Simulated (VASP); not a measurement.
**BN (Qingsongite): excitons from the Bethe-Salpeter equation**

What does the electron-hole attraction do to the spectrum of BN (Qingsongite)? The cell is of the zinc-blende type, one of the forms listed for this formula. The start is a cell from a database of measured crystal structures.

Method: PBE; plane waves and PAW (N_GW, B_GW), in the first sound run; inputs show where later runs differ, in VASP 6.6.1.

### 1. The structure

The structure is cubic, space group F-43m (No. 216). Conventional cell: a = 3.615 Å, b = 3.615 Å, c = 3.615 Å, α = 90.00°, β = 90.00°, γ = 90.00°. N has 4 B at 1.57 Å nearest. B has 4 N at 1.57 Å nearest. Farther neighbours and most contacts between anions are not listed.

As a file:

```
N B
1.0
     0.00000    1.80750    1.80750
     1.80750    0.00000    1.80750
     1.80750    1.80750    0.00000
N B
1 1
Cartesian
  2.7113 2.7113 2.7113
  0.0000 0.0000 0.0000
```

### 2. Ground state

The orbitals come from a self-consistent PBE run with a tight EDIFF and a narrow smearing. KPOINTS_OPT adds the bands along a path, which shows whether the mesh holds the band edges.

INCAR reads:

```
SYSTEM = BN
PREC = Accurate
ENCUT = 450
EDIFF = 1E-08
NELM = 100
ISMEAR = 0
SIGMA = 0.01
LREAL = .FALSE.
ALGO = Normal
GGA = PE
NBANDS = 10
LORBIT = 11
LWAVE = .TRUE.
LCHARG = .FALSE.
KPAR = 8
```

POSCAR reads:

```
BN
1.0
    0.0000000000      1.8075000000      1.8075000000
    1.8075000000      0.0000000000      1.8075000000
    1.8075000000      1.8075000000      0.0000000000
N B
1 1
Direct
    0.7500000000      0.7500000000      0.7500000000
    0.0000000000      0.0000000000      0.0000000000
```

KPOINTS reads:

```
Automatic mesh
0
Gamma
10 10 10
0 0 0
```

KPOINTS_OPT reads:

```
Line mode
12
Line-mode
Reciprocal
  0.00000000   0.00000000   0.00000000 GAMMA
  0.50000000   0.00000000   0.50000000 X

  0.50000000   0.00000000   0.50000000 X
  0.50000000   0.25000000   0.75000000 W

  0.50000000   0.25000000   0.75000000 W
  0.37500000   0.37500000   0.75000000 K

  0.37500000   0.37500000   0.75000000 K
  0.00000000   0.00000000   0.00000000 GAMMA

  0.00000000   0.00000000   0.00000000 GAMMA
  0.50000000   0.50000000   0.50000000 L

  0.50000000   0.50000000   0.50000000 L
  0.62500000   0.25000000   0.62500000 U

  0.62500000   0.25000000   0.62500000 U
  0.50000000   0.25000000   0.75000000 W

  0.50000000   0.25000000   0.75000000 W
  0.50000000   0.50000000   0.50000000 L

  0.50000000   0.50000000   0.50000000 L
  0.37500000   0.37500000   0.75000000 K

  0.62500000   0.25000000   0.62500000 U
  0.50000000   0.00000000   0.50000000 X
```

Potentials, in the order of the species: N_GW and B_GW (PBE family, release 64).

On the command line:

```bash
mpirun -np 8 vasp_std
```

The program printed:

```text
[banner, memory and clock lines left out]
running    8 mpi-ranks, on    1 nodes
 distrk:  each k-point on    1 cores,    8 groups
 distr:  one band on    1 cores,    1 groups

 POSCAR found type information on POSCAR N B
 POSCAR found :  2 types and       2 ions
|                                                                             |
|           W    W    AA    RRRRR   N    N  II  N    N   GGGG   !!!           |
|           W    W   A  A   R    R  NN   N  II  NN   N  G    G  !!!           |
|           W    W  A    A  R    R  N N  N  II  N N  N  G       !!!           |
|           W WW W  AAAAAA  RRRRR   N  N N  II  N  N N  G  GGG   !            |
|           WW  WW  A    A  R   R   N   NN  II  N   NN  G    G                |
|           W    W  A    A  R    R  N    N  II  N    N   GGGG   !!!           |
|                                                                             |
|     For optimal performance we recommend to set                             |
|       NCORE = 2 up to number-of-cores-per-socket                            |
|     NCORE specifies how many cores store one orbital (NPAR=cpu/NCORE).      |
|     This setting can greatly improve the performance of VASP for DFT.       |
|     The default, NCORE=1 might be grossly inefficient on modern             |
|     multi-core architectures or massively parallel machines. Do your        |
|     Unfortunately you need to use the default for GW and RPA                |
|     calculations (for HF NCORE is supported but not extensively tested      |
|     yet).                                                                   |
|                                                                             |

 LDA part: xc-table for (Slater+PW92), standard interpolation
 POSCAR, INCAR and KPOINTS ok, starting setup
 FFT: planning ... GRIDC
 FFT: planning ... GRID_SOFT
 FFT: planning ... GRID
 WAVECAR not read
 entering main loop
       N       E                     dE             d eps       ncg     rms          rms(c)
DAV:   1     0.296226659916E+02    0.29623E+02   -0.50441E+03   940   0.807E+02
DAV:   2    -0.173318372419E+02   -0.46955E+02   -0.44222E+02  1064   0.239E+02
DAV:   3    -0.183786936758E+02   -0.10469E+01   -0.10440E+01  1196   0.323E+01
DAV:   4    -0.183834329866E+02   -0.47393E-02   -0.47385E-02  1128   0.230E+00
DAV:   5    -0.183834598223E+02   -0.26836E-04   -0.26835E-04  1160   0.160E-01    0.604E+00
DAV:   6    -0.175383425818E+02    0.84512E+00   -0.28500E+00  1290   0.142E+01    0.229E+00
DAV:   7    -0.174609513677E+02    0.77391E-01   -0.87846E-02  1346   0.311E+00    0.118E+00
DAV:   8    -0.174468044646E+02    0.14147E-01   -0.38662E-02  1364   0.197E+00    0.141E-01
DAV:   9    -0.174472129592E+02   -0.40849E-03   -0.10780E-03  1068   0.313E-01    0.387E-02
DAV:  10    -0.174472151205E+02   -0.21613E-05   -0.92812E-05  1116   0.105E-01    0.940E-03
DAV:  11    -0.174472196308E+02   -0.45102E-05   -0.72794E-06  1126   0.262E-02    0.378E-03
DAV:  12    -0.174472194766E+02    0.15418E-06   -0.89657E-07  1296   0.979E-03    0.454E-04
DAV:  13    -0.174472195265E+02   -0.49964E-07   -0.25170E-08  1054   0.156E-03    0.756E-05
DAV:  14    -0.174472195395E+02   -0.13005E-07   -0.90336E-10   666   0.311E-04    0.277E-05
DAV:  15    -0.174472195386E+02    0.97594E-09   -0.73387E-11   608   0.139E-04
   1 F= -.17447220E+02 E0= -.17447220E+02  d E =-.471769E-46
 Start KPOINTS_OPT (optional k-point list driver)
k-point batch [1-47\120]
       N       E                     dE             ncg
DAV:   1     0.175422233216E+04   -0.13991E+05      956
DAV:   2    -0.108905615984E+03   -0.18631E+04     1060
DAV:   3    -0.152608025315E+03   -0.43702E+02     1236
DAV:   4    -0.152771320612E+03   -0.16330E+00     1100
DAV:   5    -0.152772340306E+03   -0.10197E-02     1118
DAV:   6    -0.152772350479E+03   -0.10173E-04     1144
DAV:   7    -0.152772350601E+03   -0.12202E-06     1192
DAV:   8    -0.152772350603E+03   -0.20176E-08     1098
[...]
k-point batch [95-120\120]
       N       E                     dE             ncg
DAV:   1     0.989749013780E+04   -0.10253E+05      520
DAV:   2     0.890289707769E+04   -0.99459E+03      606
DAV:   3     0.888324832924E+04   -0.19649E+02      716
DAV:   4     0.888319348576E+04   -0.54843E-01      638
DAV:   5     0.888319323397E+04   -0.25180E-03      662
DAV:   6     0.888319323252E+04   -0.14503E-05      712
DAV:   7     0.888319323251E+04   -0.20627E-08      688
 writing wavefunctions
```

Elapsed: 3.2 s, on 8 MPI ranks of AMD EPYC 7R43, shared host; peak memory 0.69 GiB.

The logs omit lines about the potential files and the build; timing stands in the text.

Parts of OUTCAR (step 2):

```text
ion  position               nearest neighbor table
   1  0.750  0.750  0.750-   2 1.57   2 1.57   2 1.57   2 1.57
   2  0.000  0.000  0.000-   1 1.57   1 1.57   1 1.57   1 1.57

  LATTYP: Found a face centered cubic cell.
 ALAT       =     3.6150000000

 Subroutine GETGRP returns: Found 24 space group operations
 (whereof 24 operations were pure point group operations)

The static configuration has the point symmetry T_d .

 Found     47 irreducible k-points:

   k-points           NKPTS =     47   k-points in BZ     NKDIM =     47   number of bands    NBANDS=     10

   dimension x,y,z NGX =    18 NGY =   18 NGZ =   18
   dimension x,y,z NGXF=    36 NGYF=   36 NGZF=   36

   ENCUT  =  450.0 eV  33.07 Ry    5.75 a.u.   4.42  4.42  4.42*2*pi/ulx,y,z

   NELECT =       8.0000    total number of electrons

 k-points in reciprocal lattice and weights: Automatic mesh
   0.00000000  0.00000000  0.00000000       0.001
   0.10000000  0.00000000  0.00000000       0.008
   0.20000000  0.00000000  0.00000000       0.008
   0.30000000  0.00000000  0.00000000       0.008
   0.40000000  0.00000000  0.00000000       0.008
   0.50000000  0.00000000  0.00000000       0.004
   0.10000000  0.10000000  0.00000000       0.006
   0.20000000  0.10000000  0.00000000       0.024
   0.30000000  0.10000000  0.00000000       0.024
[...]
-0.30000000  0.40000000  0.20000000       0.024
  -0.30000000  0.50000000  0.20000000       0.012

 average (electrostatic) potential at core
       1 -59.3492       2 -24.4182

 E-fermi :   7.5609

 k-point     1 :       0.0000    0.0000    0.0000
  band No.  band energies     occupation
      1     -12.7715      2.00000
      2       7.4630      2.00000
      3       7.4630      2.00000
      4       7.4630      2.00000
      5      16.2831      0.00000
      6      16.2831      0.00000
      7      16.2831      0.00000
      8      17.8047      0.00000
      9      32.2091      0.00000
    ...

 k-point     2 :       0.1000    0.0000    0.0000
  band No.  band energies     occupation
      1     -12.5288      2.00000
      2       6.1912      2.00000
      3       7.2082      2.00000
      4       7.2082      2.00000
      5      16.5561      0.00000
      6      16.6675      0.00000
      7      16.6675      0.00000
      8      18.5989      0.00000
      9      31.9217      0.00000
    ...

 k-point     3 :       0.2000    0.0000    0.0000
  band No.  band energies     occupation
      1     -11.8140      2.00000
      2       3.4750      2.00000
      3       6.6355      2.00000
      4       6.6355      2.00000
      5      16.9278      0.00000
      6      17.4632      0.00000
      7      17.4632      0.00000
      8      20.2634      0.00000
      9      31.1637      0.00000
    ...

  Total       -0.0469878     -0.0469878     -0.0469878     -0.0000000     -0.0000000     -0.0000000
  in kB       -6.3742774     -6.3742774     -6.3742774     -0.0000000     -0.0000000     -0.0000000
  external PRESSURE =      -6.3742774 kB  Pullay stress =       0.0000000 kB

  energy-cutoff  :      450.00
  volume of cell :       11.81
      direct lattice vectors                 reciprocal lattice vectors
     0.000000000  1.807500000  1.807500000    -0.276625173  0.276625173  0.276625173
     1.807500000  0.000000000  1.807500000     0.276625173 -0.276625173  0.276625173
     1.807500000  1.807500000  0.000000000     0.276625173  0.276625173 -0.276625173

 POSITION                                       TOTAL-FORCE (eV/Angst)
 -----------------------------------------------------------------------------------
      2.71125      2.71125      2.71125         0.000000      0.000000      0.000000
      0.00000      0.00000      0.00000        -0.000000     -0.000000     -0.000000
 -----------------------------------------------------------------------------------
    total drift:                               -0.000001     -0.000001     -0.000001

  FREE ENERGIE OF THE ION-ELECTRON SYSTEM (eV)
  ---------------------------------------------------
  free  energy   TOTEN  =       -17.4472195386 eV

  energy  without entropy=      -17.4472195386  energy(sigma->0) =      -17.44721954

 total charge
# of ion       s       p       d       tot
------------------------------------------
    1        1.177   2.686   0.000   3.864
    2        0.641   1.257   0.000   1.898
--------------------------------------------------
tot          1.819   3.944   0.000   5.762

[... 3 further parts left out ...]
```

Numbers from this step:

```yaml
free_energy_toten: -17.45 eV
fermi_energy: 7.561 eV
pressure: -0.6374 GPa
least_gap_on_mesh_and_path: 4.460 eV
least_direct_gap_on_mesh_and_path: 8.820 eV
```

The highest empty bands on the path are converged less tightly, to about 0.1 eV. Electronic bands along the path, in eV, zero at the valence-band top; v1 is the highest filled band, c1 the lowest empty one:

```tsv
point	v3	v2	v1	c1	c2	c3	c4
Γ	0.00	0.00	0.00	8.82	8.82	8.82	10.34
0.55 of the way	-4.54	-3.32	-3.32	6.50	11.21	14.04	14.04
X	-8.92	-4.91	-4.91	4.46	9.23	17.93	17.93
0.55 of the way	-8.43	-5.88	-5.84	6.85	11.18	15.95	17.30
W	-7.59	-6.96	-6.51	9.60	13.31	14.51	14.66
0.55 of the way	-7.98	-7.47	-4.94	7.99	13.05	14.73	16.53
K	-8.13	-7.66	-4.07	6.91	12.87	15.83	16.69
0.55 of the way	-5.14	-3.43	-0.90	10.38	10.58	10.93	13.34
Γ	0.00	0.00	0.00	8.82	8.82	8.82	10.34
0.55 of the way	-6.15	-1.26	-1.26	9.72	10.46	10.46	13.88
L	-10.69	-1.94	-1.94	10.14	10.71	10.71	15.26
0.55 of the way	-9.80	-4.82	-2.99	8.67	13.04	13.09	15.56
U	-8.13	-7.66	-4.07	6.91	12.87	15.83	16.69
0.55 of the way	-7.92	-7.39	-5.25	8.37	13.13	14.47	16.28
W	-7.59	-6.96	-6.51	9.60	13.31	14.51	14.66
0.55 of the way	-9.87	-4.46	-3.20	9.66	11.04	13.93	15.72
L	-10.69	-1.94	-1.94	10.14	10.71	10.71	15.26
0.45 of the way	-10.07	-4.09	-2.73	9.10	12.34	12.46	15.63
K	-8.13	-7.66	-4.07	6.91	12.87	15.83	16.69
jump to U	-8.13	-7.66	-4.07	6.91	12.87	15.83	16.69
0.45 of the way	-8.67	-6.13	-4.65	5.55	10.36	17.23	17.49
X	-8.92	-4.91	-4.91	4.46	9.23	17.93	17.93
```

Of the projections kept (N, B), the largest for each band there; the rest of the weight can lie on other orbitals:

```tsv
point	v3	v2	v1	c1	c2	c3	c4
Γ	N 0.86	N 0.86	N 0.86	B 0.93	B 0.93	B 0.93	N 0.74
X	N 0.54	N 0.62	N 0.62	B 0.56	B 0.91	B 0.57	B 0.57
W	B 0.51	N 0.66	N 0.54	N 0.87	B 0.74	B 1.00	B 0.52
K	N 0.51	N 0.59	N 0.64	B 0.56	B 0.59	B 0.61	B 0.63
Γ	N 0.86	N 0.86	N 0.86	B 0.93	B 0.93	B 0.93	N 0.74
L	N 0.50	N 0.72	N 0.72	B 0.60	B 0.79	B 0.79	N 0.79
```

The electronic bands as a text plot (rows in eV, shown from -8.0 to 10.3 only):

```
   10.0 | +    +   +        +  ++ +  +++++++      +  ++ ++     +
    9.2 |+      +++  ++    +   +++++++      +    + ++     +     +
    8.4 |++            +  +                  +             +
    7.7 |  ++       +                         + +           +
    6.9 |               ++                     +             +
    6.1 |    ++                                               +
    5.4 |      +   +                                           +
    4.6 |       +++                                             +
    3.8 |
    3.1 |
    2.3 |
    1.6 |
    0.8 |
    0.0 |*                     *****
   -0.7 | *                   * ** ***
   -1.5 |  *                 * **     ***
   -2.3 |   *              **  *    *    ***           ****
   -3.0 |    *            *                ***       **    *
   -3.8 |     *          *    *      *      * **      *   * **
   -4.6 |    * ***      *    *                  *   **     *  ***
   -5.3 |     *   **   *    * *              *     *            *
   -6.1 |           * *    * *        *          *  *       *  *
   -6.9 |      *     **   *                   *  ***          *
   -7.6 |       *    *****  *          *       ****          *
         Γ       X    W  K        Γ      L     U  W     L   K|U X
```

The cell has a gap of 4.46 eV on mesh and path.

### 3. Empty bands

ALGO = Exact makes the empty bands from the converged ground state in one step. LOPTICS writes the k-derivatives of the orbitals (WAVEDER), which give the long-wavelength limit of the screening.

INCAR reads:

```
SYSTEM = BN
PREC = Accurate
ENCUT = 450
ISMEAR = 0
SIGMA = 0.01
LREAL = .FALSE.
GGA = PE
NBANDS = 32
ALGO = Exact
NELM = 1
LWAVE = .TRUE.
LCHARG = .FALSE.
LOPTICS = .TRUE.
NEDOS = 1000
CSHIFT = 0.1
```

POSCAR is that of step 2.

KPOINTS is that of step 2.

On the command line:

```bash
mpirun -np 8 vasp_std
```

The program printed:

```text
[banner, memory and clock lines left out]
running    8 mpi-ranks, on    1 nodes
 distrk:  each k-point on    8 cores,    1 groups
 distr:  one band on    1 cores,    8 groups

 POSCAR found type information on POSCAR N B
 POSCAR found :  2 types and       2 ions
 [... a notice as in an earlier step ...]

 LDA part: xc-table for (Slater+PW92), standard interpolation
 found WAVECAR, reading the header
  number of bands has changed, file:    10 present:    32
  trying to continue reading WAVECAR, but it might fail
 POSCAR, INCAR and KPOINTS ok, starting setup
 FFT: planning ... GRIDC
 FFT: planning ... GRID_SOFT
 FFT: planning ... GRID
 reading WAVECAR
 random initialization beyond band           10
 the WAVECAR file was read successfully
 initial charge from wavefunction
 entering main loop
       N       E                     dE             d eps       ncg     rms          rms(c)
DIA:   1    -0.174472195382E+02   -0.17447E+02    0.00000E+00     0   0.000E+00
   1 F= -.17447220E+02 E0= -.17447220E+02  d E =-.396034-118
 writing wavefunctions
 optical routines
 imaginary and real dielectric function
 recalculating local potential from charge density
 direction            1
 direction            2
 direction            3
```

It took 3.2 s on 8 MPI ranks; peak memory 0.61 GiB.

Parts of OUTCAR (step 3):

```text
The static configuration has the point symmetry T_d .

 Found     47 irreducible k-points:

   k-points           NKPTS =     47   k-points in BZ     NKDIM =     47   number of bands    NBANDS=     32

   NELECT =       8.0000    total number of electrons

 E-fermi :   7.6248

 k-point     2 :       0.1000    0.0000    0.0000
  band No.  band energies     occupation
      1     -12.5288      2.00000
      2       6.1911      2.00000
      3       7.2082      2.00000
      4       7.2082      2.00000
      5      16.5561      0.00000
      6      16.6675      0.00000
      7      16.6675      0.00000
      8      18.5989      0.00000
      9      31.9217      0.00000
    ...

  Total       -0.0469760     -0.0469760     -0.0469760      0.0000000      0.0000000      0.0000000
  in kB       -6.3726678     -6.3726678     -6.3726678      0.0000000      0.0000000      0.0000000
  external PRESSURE =      -6.3726678 kB  Pullay stress =       0.0000000 kB

 POSITION                                       TOTAL-FORCE (eV/Angst)
 -----------------------------------------------------------------------------------
      2.71125      2.71125      2.71125        -0.000000     -0.000000      0.000000
      0.00000      0.00000      0.00000         0.000000      0.000000     -0.000000
 -----------------------------------------------------------------------------------
    total drift:                               -0.000001     -0.000001     -0.000001

  FREE ENERGIE OF THE ION-ELECTRON SYSTEM (eV)
  ---------------------------------------------------
  free  energy   TOTEN  =       -17.4472195382 eV

  energy  without entropy=      -17.4472195382  energy(sigma->0) =      -17.44721954

 plasma frequency squared (from intraband transitions) (eV^2)
  --------------------------------------------------------------------------------------
       0.000       0.000       0.000
      -0.000       0.000       0.000
      -0.000      -0.000       0.000

[... 13 parts as in an earlier step ...]
```

The gap is read on the k-mesh alone, so it is an upper bound where the band edges lie off the mesh.

Numbers from this step:

```
gap on the k-mesh              : 4.460 eV
least direct gap on the k-mesh : 8.820 eV
```

WAVECAR now holds 32 bands for 8 electrons. Its independent-particle dielectric tensor has xx, yy, zz = 4.7, 4.7, 4.7 on this mesh, which isn't tested for convergence in mesh or bands and lacks local fields.

[end of part 1 of 4]

[Lines on the potential files, build, host, timing and source positions are cut from VASP's logs without a mark.]

[Logs are printed without paths, hosts, clocks, repeated set-up lines and the standing remarks that a program may print on its own settings, such as how far it seeks lower states.]

[Hosts, paths, dates, database ids (printed as entryN), source tags and the programs' standing remarks are cut or masked in the printed files.]

[Pressures printed for these runs are not shown converged in the cutoff: they can be off by several GPa and have the wrong sign.]
